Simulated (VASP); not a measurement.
The system is Cd.

```
Cd
1.0
     2.95847    0.00000    0.00000
    -1.47924    2.56211    0.00000
     0.00000    0.00000    5.88593
Cd
2
Direct
  0.33333 0.66667 0.25000
  0.66667 0.33333 0.75000
```

```yaml
Program: VASP 6.6.1
Task: relaxation of cell and atoms
Functional: PBEsol
Potentials_or_basis: VASP PAW PBE potentials, release 64 (Cd)
Cutoff: 600 eV
k_mesh: 18 × 18 × 8
Occupations: gaussian, width 0.1 eV
Spin: no spin polarisation
```

At the start: pressure -2.1 GPa; volume 22.31 Å³/atom.

Q: How do energy, volume and symmetry change on relaxing?

A: Over 12 steps the energy falls by 10.6 meV/atom and the volume is 21.13 Å³/atom (-5.3 %); space group P6_3/mmc (No. 194, to 0.05 Å).

The path:
| step | energy change (eV) | largest force (eV/Å) | pressure (GPa) | volume (Å³) |
| --- | --- | --- | --- | --- |
| 1 | 0.0000 | 0.0000 | -2.09 | 44.62 |
| 2 | -0.0145 | 0.0000 | 0.11 | 42.76 |
| 3 | -0.0146 | 0.0000 | 0.28 | 42.64 |
| 4 | -0.0195 | 0.0000 | 0.18 | 42.42 |
| 5 | -0.0209 | 0.0000 | 0.16 | 42.27 |
| 6 | -0.0211 | 0.0000 | 0.16 | 42.20 |
| 7 | -0.0211 | 0.0000 | 0.18 | 42.16 |
| 8 | -0.0211 | 0.0000 | -0.13 | 42.36 |
| 9 | -0.0211 | 0.0000 | -0.03 | 42.26 |
| 10 | -0.0211 | 0.0000 | 0.03 | 42.25 |
| 11 | -0.0211 | 0.0000 | 0.03 | 42.25 |
| 12 | -0.0211 | 0.0000 | 0.02 | 42.26 |

Final structure:
```xyz
2
Lattice="2.9499 0.0000 0.0000 -1.4749 2.5547 0.0000 0.0000 0.0000 5.6076" Properties=species:S:1:pos:R:3 pbc="T T T"
Cd    0.0000    1.7031    1.4019
Cd    1.4749    0.8516    4.2057
```

Caveat: the PAW data sets were made with another functional, which shifts forces and pressure a little.
